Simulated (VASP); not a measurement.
The input files of a VASP run:

**KPOINTS**
```
Automatic mesh
0
Gamma
8 8 8
0 0 0
```

### POSCAR
```
NaCl
1
    0.0000000000     2.7943319857     2.7943319857
    2.7943319857     0.0000000000     2.7943319857
    2.7943319857     2.7943319857     0.0000000000
Na Cl
1 1
Direct
  0.0000000000   0.0000000000   0.0000000000
  0.5000000000   0.5000000000   0.5000000000
```

INCAR:
```
AGGAC = 0.0
ALGO = Normal
EDIFF = 1E-7
ENCUT = 520
GGA = CX
ISIF = 2
ISMEAR = 0
LASPH = T
LCHARG = F
LREAL = F
LUSE_VDW = T
LWAVE = F
NELM = 100
PREC = Accurate
SIGMA = 0.05
SYSTEM = NaCl
```

POTCAR, in this order: Na_pv Cl (PBE.64 set). Program: vasp_std.

**Question.** Write an equivalent input for Quantum ESPRESSO's pw.x.

**Answer.** One equivalent input (not run):
```
&CONTROL
  calculation = 'scf'
  pseudo_dir = './pseudo'
  outdir = './out'
  tprnfor = .true.
  tstress = .true.
/
&SYSTEM
  ibrav = 0
  nat = 2
  ntyp = 2
  ecutwfc = 88
  occupations = 'smearing'
  smearing = 'gaussian'
  degauss = 0.003675
  input_dft = 'vdw-df-cx'
/
&ELECTRONS
  conv_thr = 7.3e-09
  electron_maxstep = 100
/
ATOMIC_SPECIES
  Na 22.990 Na.upf
  Cl 35.450 Cl.upf
CELL_PARAMETERS angstrom
     0.0000000    2.7943320    2.7943320
     2.7943320    0.0000000    2.7943320
     2.7943320    2.7943320    0.0000000
ATOMIC_POSITIONS crystal
  Na   0.0000000  0.0000000  0.0000000
  Cl   0.5000000  0.5000000  0.5000000
K_POINTS automatic
  8 8 8 0 0 0
```
Limits of the translation: the potentials are each code's own (VASP's PAW set, PseudoDojo norm-conserving files in pw.x), so ENCUT and ecutwfc are chosen apart and not converted; conv_thr bounds pw.x's estimated SCF error, while EDIFF bounds the energy change between steps.

The compound is NaCl in the rock salt structure. This cell is one point of a volume scan, at 0.97 of the reference volume.
